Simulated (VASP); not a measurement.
Output of a VASP run:

OSZICAR:
```
...
  13 F= -.43030818E+03 E0= -.43030818E+03  d E =-.637195E-02
       N       E                     dE             d eps       ncg     rms          rms(c)
DAV:   1    -0.430309415867E+03   -0.12360E-02   -0.65834E-01   364   0.207E+00    0.151E-01
RMM:   2    -0.430310306991E+03   -0.89112E-03   -0.11431E-02   364   0.233E-01    0.672E-02
RMM:   3    -0.430310379852E+03   -0.72861E-04   -0.17583E-03   388   0.862E-02    0.491E-02
RMM:   4    -0.430310325841E+03    0.54010E-04   -0.33986E-04   365   0.397E-02    0.148E-02
RMM:   5    -0.430310330079E+03   -0.42377E-05   -0.77988E-05   340   0.178E-02
  14 F= -.43031033E+03 E0= -.43031033E+03  d E =-.215069E-02
       N       E                     dE             d eps       ncg     rms          rms(c)
DAV:   1    -0.430310331002E+03   -0.51607E-05   -0.47531E-04   376   0.562E-02    0.506E-03
RMM:   2    -0.430310331202E+03   -0.19971E-06   -0.80060E-06   218   0.680E-03    0.243E-03
RMM:   3    -0.430310331117E+03    0.84547E-07   -0.13800E-06   204   0.261E-03    0.940E-04
RMM:   4    -0.430310331113E+03    0.37689E-08   -0.17045E-07    94   0.134E-03
  15 F= -.43031033E+03 E0= -.43031033E+03  d E =-.215172E-02
       N       E                     dE             d eps       ncg     rms          rms(c)
DAV:   1    -0.430310811925E+03   -0.48081E-03   -0.31548E-01   376   0.143E+00    0.100E-01
RMM:   2    -0.430311246784E+03   -0.43486E-03   -0.54949E-03   364   0.162E-01    0.464E-02
RMM:   3    -0.430311297330E+03   -0.50546E-04   -0.92664E-04   401   0.605E-02    0.339E-02
RMM:   4    -0.430311274032E+03    0.23298E-04   -0.14812E-04   367   0.268E-02    0.967E-03
RMM:   5    -0.430311275108E+03   -0.10757E-05   -0.29522E-05   240   0.118E-02
  16 F= -.43031128E+03 E0= -.43031128E+03  d E =-.943994E-03
       N       E                     dE             d eps       ncg     rms          rms(c)
DAV:   1    -0.430311275189E+03   -0.11575E-05   -0.91320E-05   376   0.252E-02    0.343E-03
RMM:   2    -0.430311275664E+03   -0.47421E-06   -0.60814E-06   217   0.627E-03    0.238E-03
RMM:   3    -0.430311275647E+03    0.16869E-07   -0.83482E-07   167   0.235E-03    0.137E-03
RMM:   4    -0.430311275659E+03   -0.12631E-07   -0.33490E-07   103   0.172E-03
  17 F= -.43031128E+03 E0= -.43031128E+03  d E =-.944546E-03
       N       E                     dE             d eps       ncg     rms          rms(c)
DAV:   1    -0.430311473507E+03   -0.19786E-03   -0.21822E-01   376   0.119E+00    0.800E-02
RMM:   2    -0.430311754725E+03   -0.28122E-03   -0.35593E-03   364   0.131E-01    0.368E-02
RMM:   3    -0.430311791432E+03   -0.36707E-04   -0.61634E-04   401   0.496E-02    0.272E-02
RMM:   4    -0.430311777474E+03    0.13958E-04   -0.90171E-05   363   0.213E-02    0.796E-03
RMM:   5    -0.430311778395E+03   -0.92081E-06   -0.19159E-05   227   0.965E-03
  18 F= -.43031178E+03 E0= -.43031178E+03  d E =-.502735E-03
       N       E                     dE             d eps       ncg     rms          rms(c)
DAV:   1    -0.430311781470E+03   -0.39963E-05   -0.12645E-03   424   0.905E-02    0.587E-03
RMM:   2    -0.430311782602E+03   -0.11317E-05   -0.17355E-05   226   0.904E-03    0.267E-03
RMM:   3    -0.430311782625E+03   -0.23127E-07   -0.20750E-06   182   0.341E-03    0.165E-03
RMM:   4    -0.430311782540E+03    0.84823E-07   -0.43296E-07   106   0.170E-03
  19 F= -.43031178E+03 E0= -.43031178E+03  d E =-.506881E-03
```

### OUTCAR
```
------------------------ aborting loop because EDIFF is reached ----------------------------------------
  FORCE on cell =-STRESS in cart. coord.  units (eV):
  Direction    XX          YY          ZZ          XY          YZ          ZX
  --------------------------------------------------------------------------------------
  Total        2.7121789      3.0198942     -4.1401907      0.0086955      0.0066761     -0.0178962
  in kB        5.0138274      5.5826804     -7.6536992      0.0160749      0.0123416     -0.0330835
  external PRESSURE =       0.9809362 kB  Pullay stress =       0.0000000 kB
  volume of cell :      866.68
      direct lattice vectors                 reciprocal lattice vectors
     4.868317893 -8.432173817  0.000000000     0.102704879 -0.059296690  0.000000000
     4.868317893  8.432173817  0.000000000     0.102704879  0.059296690  0.000000000
     0.000000000  0.000000000 10.556283981     0.000000000  0.000000000  0.094730305
  FREE ENERGIE OF THE ION-ELECTRON SYSTEM (eV)
  ---------------------------------------------------
  free  energy   TOTEN  =      -430.3117825399 eV

  energy  without entropy=     -430.3117825399  energy(sigma->0) =     -430.31178254

 reached required accuracy - stopping structural energy minimisation
```
(Selected blocks of OUTCAR.)

POSCAR:
```
Ga36HN36
1
    4.8683178927    -8.4321738171     0.0000000000
    4.8683178927     8.4321738171     0.0000000000
    0.0000000000     0.0000000000    10.5562839806
Ga N H
36 36 1
Direct
  0.2222220000   0.1111110000   0.2500000000
  0.1111110000   0.2222220000   0.0000000000
  0.2246430000   0.1119570000   0.7530580000
  0.1175180000   0.2245660000   0.5032000000
  0.2222220000   0.4444440000   0.2500000000
  0.1111110000   0.5555560000   0.0000000000
  0.2241110000   0.4523460000   0.7536580000
  0.1111110000   0.5555560000   0.5000000000
  0.2222220000   0.7777780000   0.2500000000
  0.1111110000   0.8888890000   0.0000000000
  0.2222220000   0.7777780000   0.7500000000
  0.1111110000   0.8888890000   0.5000000000
  0.5555560000   0.1111110000   0.2500000000
  0.4444440000   0.2222220000   0.0000000000
  0.5555560000   0.1111110000   0.7500000000
  0.4421790000   0.2200230000   0.4968720000
  0.5555560000   0.4444440000   0.2500000000
  0.4444440000   0.5555560000   0.0000000000
  0.5506660000   0.4390110000   0.7534650000
  0.4491410000   0.5550940000   0.4980370000
  0.5555560000   0.7777780000   0.2500000000
  0.4444440000   0.8888890000   0.0000000000
  0.5555560000   0.7777780000   0.7500000000
  0.4444440000   0.8888890000   0.5000000000
  0.8888890000   0.1111110000   0.2500000000
  0.7777780000   0.2222220000   0.0000000000
  0.8888890000   0.1111110000   0.7500000000
  0.7777780000   0.2222220000   0.5000000000
  0.8888890000   0.4444440000   0.2500000000
  0.7777780000   0.5555560000   0.0000000000
  0.8888890000   0.4444440000   0.7500000000
  0.7777780000   0.5555560000   0.5000000000
  0.8888890000   0.7777780000   0.2500000000
  0.7777780000   0.8888890000   0.0000000000
  0.8888890000   0.7777780000   0.7500000000
  0.7777780000   0.8888890000   0.5000000000
  0.2239110000   0.1170520000   0.4344490000
  0.1111110000   0.2222220000   0.1885000000
  0.2222220000   0.1111110000   0.9385000000
  0.1100770000   0.2245640000   0.6884440000
  0.2174900000   0.4446560000   0.4347650000
  0.1111110000   0.5555560000   0.1885000000
  0.2222220000   0.4444440000   0.9385000000
  0.1111110000   0.5555560000   0.6885000000
  0.2222220000   0.7777780000   0.4385000000
  0.1111110000   0.8888890000   0.1885000000
  0.2222220000   0.7777780000   0.9385000000
  0.1111110000   0.8888890000   0.6885000000
  0.5555560000   0.1111110000   0.4385000000
  0.4444440000   0.2222220000   0.1885000000
  0.5555560000   0.1111110000   0.9385000000
  0.4463350000   0.2261090000   0.6891220000
  0.5564100000   0.4405510000   0.4431410000
  0.4444440000   0.5555560000   0.1885000000
  0.5555560000   0.4444440000   0.9385000000
  0.4491910000   0.5598330000   0.6840960000
  0.5555560000   0.7777780000   0.4385000000
  0.4444440000   0.8888890000   0.1885000000
  0.5555560000   0.7777780000   0.9385000000
  0.4444440000   0.8888890000   0.6885000000
  0.8888890000   0.1111110000   0.4385000000
  0.7777780000   0.2222220000   0.1885000000
  0.8888890000   0.1111110000   0.9385000000
  0.7777780000   0.2222220000   0.6885000000
  0.8888890000   0.4444440000   0.4385000000
  0.7777780000   0.5555560000   0.1885000000
  0.8888890000   0.4444440000   0.9385000000
  0.7777780000   0.5555560000   0.6885000000
  0.8888890000   0.7777780000   0.4385000000
  0.7777780000   0.8888890000   0.1885000000
  0.8888890000   0.7777780000   0.9385000000
  0.7777780000   0.8888890000   0.6885000000
  0.3297040000   0.3320540000   0.6021280000
```

### Question
Write an INCAR and KPOINTS that could have produced this output.

### Answer
Several could match; the one computed here: the input of the run itself, PBE GGA, plane waves, VASP's PBE PAW potentials (set 64).

File KPOINTS:
```
K-points
0
gamma
  1 1 1
```

INCAR:
```
# general
SYSTEM  = Ga36HN36
PREC    = Normal
ENCUT   = 400
LREAL   = Auto
LASPH   = .True.
ISYM    = 0
NELECT  = 290.0

# electronic loop
EDIFF   = 1E-5
NELM    = 100
NELMIN  = 4
ALGO    = Fast
LMAXMIX = 4

# smearing
ISMEAR  = 0
SIGMA   = 0.05

# functional
GGA     = PE

# ions
IBRION  = 2
NSW     = 60
ISIF    = 2
EDIFFG  = -0.03

# output
LWAVE   = .True.
LCHARG  = .False.
```

POTCAR, in this order: Ga N H (PBE.64 set). Program: vasp_gam.

At this cut-off the stress carries a Pulay error, which pulls relaxed volumes low. The cell is charged, with a uniform compensating background. The supercell is sampled at Γ alone, which is coarse: total energies, pressure and levels can be off, energies of defects by several tenths of an eV.

The cell is a supercell with a defect, built from GaN (wurtzite): H_i, charge -1. The run is not spin-polarised, so no state with unpaired spins was tried.
